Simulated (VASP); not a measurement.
OSZICAR of a VASP run on Si (space group Fd-3m):

**OSZICAR**
```
       N       E                     dE             d eps       ncg     rms          rms(c)
DAV:   1     0.609523650867E+01    0.60952E+01   -0.24050E+03 10608   0.208E+02
DAV:   2    -0.117743964129E+02   -0.17870E+02   -0.17227E+02 13800   0.550E+01
DAV:   3    -0.121889782876E+02   -0.41458E+00   -0.41276E+00 13488   0.635E+00
DAV:   4    -0.121904626535E+02   -0.14844E-02   -0.14843E-02 12312   0.467E-01
DAV:   5    -0.121904683570E+02   -0.57035E-05   -0.57035E-05 13592   0.278E-02    0.510E+00
DAV:   6    -0.120036321635E+02    0.18684E+00   -0.66838E-02 12856   0.598E-01    0.305E+00
DAV:   7    -0.119194790098E+02    0.84153E-01   -0.12360E-01 13136   0.835E-01    0.213E-01
DAV:   8    -0.119194906190E+02   -0.11609E-04   -0.49283E-03 12160   0.214E-01    0.107E-01
DAV:   9    -0.119194784379E+02    0.12181E-04   -0.68214E-05 13384   0.255E-02    0.573E-02
DAV:  10    -0.119194791541E+02   -0.71612E-06   -0.51370E-06 12448   0.724E-03    0.140E-02
DAV:  11    -0.119194783675E+02    0.78652E-06   -0.29584E-06 12896   0.390E-03    0.349E-03
DAV:  12    -0.119194783771E+02   -0.95142E-08   -0.91685E-08 12616   0.921E-04
   1 F= -.11919478E+02 E0= -.11919478E+02  d E =-.886425E-33
 imaginary and real dielectric function
```

Problem. Which electronic solver shows in the log?

Solution. It is blocked Davidson (ALGO = Normal, or the opening steps of other solvers). The INCAR had ALGO = Normal.

Problem. Can the final energy be trusted as converged?

Solution. The run converged. It stopped with EDIFF = 1E-7, NELM = 100 (LDA (Ceperley-Alder, Perdew-Zunger), plane waves, VASP's LDA PAW potentials (set 64)).

The structure comes from a computed database's Si entry (Fd-3m); how it stands against other phases isn't given here. It was relaxed first.
